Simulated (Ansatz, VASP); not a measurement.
**LiZnF3: VASP beside Ansatz**

Aim: how closely do two programs agree when they are given the same cell, functional and k mesh? The cell is generated by rule, not measured, and may not be a known phase. The two relaxations start from unlike cells of this crystal (the structure described is Ansatz's start), so only their ends are compared.

Program: Ansatz 0.2.0. Level of theory: plane waves, with VASP 6.6.1 beside it; relaxation of cell and atoms at PBEsol. Results are calculated unless marked as measured.

The structure was built from a prototype and need not be the compound's stable phase.

### Step 1. The structure

It takes space group Amm2 (No. 38, orthorhombic). The conventional cell has a = 3.968 Å, b = 5.611 Å, c = 5.611 Å, α = 90.00°, β = 90.00°, γ = 90.00°. Nearest to Li lie 1 F at 2.08 Å. Nearest to Zn lie 6 F at 1.97 to 2.01 Å. Nearest to F lie 2 Zn at 1.97 to 2.01 Å. Nearest to F lie 2 Zn at 1.99 Å and 1 Li at 2.08 Å. Farther neighbours and most contacts between anions are not listed.

### Step 2. VASP: relaxation of cell and atoms, PBEsol

The relaxed volume is the usual yardstick between codes: in a stiff, nearly cubic crystal its relative difference is about their pressure difference at one cell divided by the bulk modulus.

Lines of VASP's logs that name or quote its potential files are left out, and so is its time.

INCAR

```
SYSTEM = LiZnF3
PREC = Accurate
ENCUT = 750
EDIFF = 1E-07
NELM = 120
ISMEAR = 0
SIGMA = 0.01
LREAL = .FALSE.
ALGO = Normal
GGA = PS
NBANDS = 24
LORBIT = 11
LWAVE = .FALSE.
LCHARG = .FALSE.
ISIF = 3
IBRION = 2
NSW = 80
EDIFFG = -0.005
LASPH = .TRUE.
GGA_COMPAT = .FALSE.
NELMIN = 4
EFERMI = MIDGAP
KPAR = 2
```

POSCAR

```
LiZnF3
1.0
    3.8854551882      0.0000000000      0.0000000000
    0.0000000000      4.0640194479      0.1176686888
    0.0000000000      0.1176686888      4.0640194479
Li Zn F
1 1 3
Direct
    0.0000000000      0.8437537973      0.8437537973
    0.5000000000      0.4906358718      0.4906358718
    0.5000000000      0.5633627250      0.0082728143
    0.5000000000      0.0082728143      0.5633627250
    0.0000000000      0.5329803223      0.5329803223
```

KPOINTS

```
Automatic mesh
0
Gamma
8 8 8
0 0 0
```

Potentials, in the order of the species: Li_sv, Zn and F (PBE family, release 64).

Run with:

```bash
$ mpirun -np 2 vasp_std
```

Numbers of over 12 decimals in the logs are rounded to 6 here.

The program printed:

```text
[banner, memory and clock lines left out]
running    2 mpi-ranks, on    1 nodes
 distrk:  each k-point on    1 cores,    2 groups
 distr:  one band on    1 cores,    1 groups

 POSCAR found type information on POSCAR LiZnF
 POSCAR found :  3 types and       5 ions
|                                                                             |
|               ----> ADVICE to this user running VASP <----                  |
|                                                                             |
|     You enforced a specific xc type in the INCAR file but a different       |
|     [... a line on the potential file left out ...]
|     I HOPE YOU KNOW WHAT YOU ARE DOING!                                     |
|                                                                             |

 LDA part: xc-table for (Slater+PW92), standard interpolation
 POSCAR, INCAR and KPOINTS ok, starting setup
 FFT: planning ... GRIDC
 FFT: planning ... GRID_SOFT
 FFT: planning ... GRID
 WAVECAR not read
 entering main loop
       N       E                     dE             d eps       ncg     rms          rms(c)
DAV:   1     0.411173748276E+03    0.41117E+03   -0.22971E+04  5040   0.231E+03
DAV:   2     0.175931489094E+02   -0.39358E+03   -0.37204E+03  5760   0.524E+02
DAV:   3    -0.210608982475E+02   -0.38654E+02   -0.38389E+02  6088   0.161E+02
DAV:   4    -0.233552179392E+02   -0.22943E+01   -0.22891E+01  8464   0.257E+01
DAV:   5    -0.233821765791E+02   -0.26959E-01   -0.26954E-01  6160   0.289E+00    0.111E+01
DAV:   6    -0.214381964141E+02    0.19440E+01   -0.56323E+00  7984   0.412E+01    0.689E+00
DAV:   7    -0.214416667610E+02   -0.34703E-02   -0.92884E-01  5280   0.746E+00    0.418E+00
DAV:   8    -0.214427674763E+02   -0.11007E-02   -0.23196E-01  7376   0.725E+00    0.894E-01
DAV:   9    -0.214302153106E+02    0.12552E-01   -0.83943E-02  8168   0.105E+01    0.275E-01
DAV:  10    -0.214322892624E+02   -0.20740E-02   -0.13432E-02  6408   0.200E+00    0.117E-01
DAV:  11    -0.214334142612E+02   -0.11250E-02   -0.23114E-03  6400   0.601E-01    0.403E-02
DAV:  12    -0.214335858494E+02   -0.17159E-03   -0.49851E-04  6168   0.198E-01    0.202E-02
DAV:  13    -0.214336023388E+02   -0.16489E-04   -0.94048E-05  7152   0.327E-01    0.225E-02
DAV:  14    -0.214335979436E+02    0.43953E-05   -0.35151E-05  8288   0.190E-01    0.326E-03
DAV:  15    -0.214335989182E+02   -0.97465E-06   -0.48906E-06  5880   0.292E-02    0.115E-03
DAV:  16    -0.214335990032E+02   -0.84994E-07   -0.88850E-07  6312   0.285E-02
   1 F= -.21433599E+02 E0= -.21433599E+02  d E =-.214336E+02
 curvature:   0.00 expect dE= 0.000E+00 dE for cont linesearch  0.000E+00
 trial: gam= 0.00000 g(F)=  0.637E-06 g(S)=  0.350E-04 ort = 0.000E+00 (trialstep = 0.100E+01)
 search vector abs. value=  0.356E-04
 bond charge predicted
       N       E                     dE             d eps       ncg     rms          rms(c)
DAV:   1    -0.214338393902E+02   -0.24047E-03   -0.52984E-03  5960   0.955E-01    0.116E-01
DAV:   2    -0.214336449892E+02    0.19440E-03   -0.74790E-04  6296   0.350E-01    0.384E-02
DAV:   3    -0.214336264421E+02    0.18547E-04   -0.23072E-05  7424   0.143E-01    0.202E-02
DAV:   4    -0.214336200033E+02    0.64388E-05   -0.10298E-05  8136   0.602E-02    0.435E-03
DAV:   5    -0.214336198908E+02    0.11250E-06   -0.18776E-06  6184   0.147E-02    0.129E-03
DAV:   6    -0.214336198856E+02    0.52059E-08   -0.12963E-07  4144   0.497E-03
   2 F= -.21433620E+02 E0= -.21433620E+02  d E =-.208824E-04
 trial-energy change:   -0.000021  1 .order   -0.000022   -0.000036   -0.000009
 step:   1.5266(harm=  1.3146)  dis= 0.00015  next Energy=   -21.433622 (dE=-0.230E-04)
 reached required accuracy - stopping structural energy minimisation
```

From OUTCAR (step 2):

```text
ion  position               nearest neighbor table
   1  0.000  0.844  0.844-   5 1.84
   2  0.500  0.491  0.491-   5 1.96   5 1.96   3 1.97   4 1.97   4 2.14   3 2.14
   3  0.500  0.563  0.008-   2 1.97   2 2.14
   4  0.500  0.008  0.563-   2 1.97   2 2.14
   5  0.000  0.533  0.533-   1 1.84   2 1.96   2 1.96

  LATTYP: Found a base centered orthorhombic cell.
 ALAT       =     5.5809827654
 B/A-ratio  =     1.0596341765
 C/A-ratio  =     0.6961955182

 Subroutine GETGRP returns: Found  4 space group operations
 (whereof  4 operations were pure point group operations)

The static configuration has the point symmetry C_2v.

 Found    105 irreducible k-points:

   k-points           NKPTS =    105   k-points in BZ     NKDIM =    105   number of bands    NBANDS=     24

   dimension x,y,z NGX =    36 NGY =   36 NGZ =   36
   dimension x,y,z NGXF=    72 NGYF=   72 NGZF=   72

   ENCUT  =  750.0 eV  55.12 Ry    7.42 a.u.   8.68  9.08  9.08*2*pi/ulx,y,z

   NELECT =      36.0000    total number of electrons

 k-points in reciprocal lattice and weights: Automatic mesh
   0.00000000  0.00000000  0.00000000       0.002
   0.12500000  0.00000000  0.00000000       0.004
   0.25000000  0.00000000  0.00000000       0.004
   0.37500000  0.00000000  0.00000000       0.004
   0.50000000  0.00000000  0.00000000       0.002
   0.00000000  0.12500000  0.00000000       0.008
   0.12500000  0.12500000  0.00000000       0.016
   0.25000000  0.12500000  0.00000000       0.016
   0.37500000  0.12500000  0.00000000       0.016
[...]
0.37500000  0.50000000  0.50000000       0.004
   0.50000000  0.50000000  0.50000000       0.002

 average (electrostatic) potential at core
       1 -63.9383       2 -37.0524       3 -78.5678       4 -78.5678       5 -79.3125

 E-fermi :   0.3523

 k-point     1 :       0.0000    0.0000    0.0000
  band No.  band energies     occupation
    ...
     14      -3.5684      2.00000
     15      -3.4081      2.00000
     16      -3.2862      2.00000
     17      -3.0930      2.00000
     18      -2.6136      2.00000
     19       2.1220      0.00000
     20       6.4069      0.00000
     21       9.1170      0.00000
     22      11.3263      0.00000
     23      11.4859      0.00000
    ...

 k-point     2 :       0.1250    0.0000    0.0000
  band No.  band energies     occupation
    ...
     14      -3.6332      2.00000
     15      -3.2893      2.00000
     16      -3.1718      2.00000
     17      -3.0925      2.00000
     18      -2.6122      2.00000
     19       2.4230      0.00000
     20       6.5529      0.00000
     21       9.2888      0.00000
     22      10.4183      0.00000
     23      11.8016      0.00000
    ...

 k-point     3 :       0.2500    0.0000    0.0000
  band No.  band energies     occupation
    ...
     14      -3.6640      2.00000
     15      -3.2613      2.00000
     16      -3.1405      2.00000
     17      -2.9733      2.00000
     18      -2.6089      2.00000
     19       3.2135      0.00000
     20       6.8366      0.00000
     21       9.4747      0.00000
     22       9.7214      0.00000
     23      11.8582      0.00000
    ...

  Total       -0.0238145      0.0031329      0.0031329      0.0000000      0.0149126      0.0000000
  in kB       -0.5946473      0.0782287      0.0782287      0.0000000      0.3723672      0.0000000
  external PRESSURE =      -0.1460633 kB  Pullay stress =       0.0000000 kB

  energy-cutoff  :      750.00
  volume of cell :       64.16
      direct lattice vectors                 reciprocal lattice vectors
     3.885302316  0.000000000  0.000000000     0.257380229  0.000000000  0.000000000
     0.000000000  4.065540383  0.118436613     0.000000000  0.246178685 -0.007171634
     0.000000000  0.118436613  4.065540383     0.000000000 -0.007171634  0.246178685

 POSITION                                       TOTAL-FORCE (eV/Angst)
 -----------------------------------------------------------------------------------
      0.00000      3.53026      3.53026         0.000000     -0.002627     -0.002627
      1.94265      2.05291      2.05291         0.000000      0.000129      0.000129
      1.94265      2.29129      0.10035         0.000000     -0.001419      0.002277
      1.94265      0.10035      2.29129         0.000000      0.002277     -0.001419
      0.00000      2.22994      2.22994         0.000000      0.001641      0.001641
 -----------------------------------------------------------------------------------
    total drift:                                0.000000      0.000333      0.000326

  FREE ENERGIE OF THE ION-ELECTRON SYSTEM (eV)
  ---------------------------------------------------
  free  energy   TOTEN  =       -21.4336198856 eV

  energy  without entropy=      -21.4336198856  energy(sigma->0) =      -21.43361989

 reached required accuracy - stopping structural energy minimisation

 total charge
# of ion       s       p       d       tot
------------------------------------------
    1        2.003   0.030   0.000   2.033
    2        0.356   0.399   9.963  10.718
    3        1.726   4.349   0.000   6.075
    4        1.726   4.349   0.000   6.075
    5        1.726   4.383   0.000   6.110
--------------------------------------------------
tot          7.538  13.509   9.963  31.011

[... 3 further parts left out ...]
```

(Part 1 of 2 ends here.)

[Lines on the potential files, build, host, timing and source positions are cut from VASP's logs without a mark.]

[Logs are printed without paths, hosts, clocks, repeated set-up lines and the standing remarks that a program may print on its own settings, such as how far it seeks lower states.]

[Hosts, paths, dates, database ids (printed as entryN), source tags and the programs' standing remarks are cut or masked in the printed files.]
